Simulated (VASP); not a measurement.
Write the native input for VASP 6.6.1 that does the following.

| Property | Result |
| --- | --- |
| Task | relaxation of cell and atoms |
| Functional | r2SCAN |
| Potentials or basis | VASP PAW PBE potentials, release 64 (Sn_d, O) |
| Cutoff | 600 eV |
| k mesh | 8 × 8 × 6 |
| Occupations | gaussian, width 0.03 eV |
| Spin | no spin polarisation |
| Further INCAR settings | ALGO = Normal; EDIFF = 1e-06; IBRION = 2; EDIFFG = -0.01; NSW = 90; ISIF = 3 |

The structure of SnO (Romarchite) lies in POSCAR:

```
SnO
1.0
    3.7986000000      0.0000000000      0.0000000000
    0.0000000000      3.7986000000      0.0000000000
    0.0000000000      0.0000000000      4.8408000000
Sn O
2 2
Direct
    0.5000000000      0.0000000000      0.2369000000
    0.0000000000      0.5000000000      0.7631000000
    0.0000000000      0.0000000000      0.0000000000
    0.5000000000      0.5000000000      0.0000000000
```

These files were run (other wordings do the same):

INCAR

```
SYSTEM = SnO
PREC = Accurate
ENCUT = 600
EDIFF = 1E-6
ISMEAR = 0
SIGMA = 0.03
LREAL = .False.
LASPH = .True.
NELM = 80
ALGO = Normal
ISIF = 3
LWAVE = .False.
LCHARG = .False.
METAGGA = R2SCAN
LMIXTAU = .True.
IBRION = 2
NSW = 90
EDIFFG = -0.01
```

KPOINTS

```
regular mesh
0
Gamma
  8 8 6
  0 0 0
```

Potentials or basis: VASP PAW PBE potentials, release 64 (Sn_d, O).

Launch:

```bash
$ cat potpaw_PBE.64/Sn_d/POTCAR potpaw_PBE.64/O/POTCAR > POTCAR
$ mpirun -np 1 vasp_std > vasp.out
```

Results of the run:

The relaxed volume is 17.81 Å³/atom and the relaxed cell is a = 3.813 Å, b = 3.813 Å, c = 4.900 Å, α = 90.00°, β = 90.00°, γ = 90.00°. The space group after relaxing (to 0.05 Å) is P4/nmm (No. 129) and the energy gained by relaxing is 0.9 meV/atom. The ionic steps are 12. The pressure after relaxing is 0.0 GPa and the band gap on the k mesh is 0.30 eV, indirect (least direct gap 2.37 eV).

Caveat: the PAW data sets were made with another functional, which shifts forces and pressure a little; spin-orbit coupling is left out, which moves the levels of the heavy elements.

It took 32 min on 1 thread of AMD EPYC 9R45 (Zen 5) (shared host), peak memory 0.24 GiB.
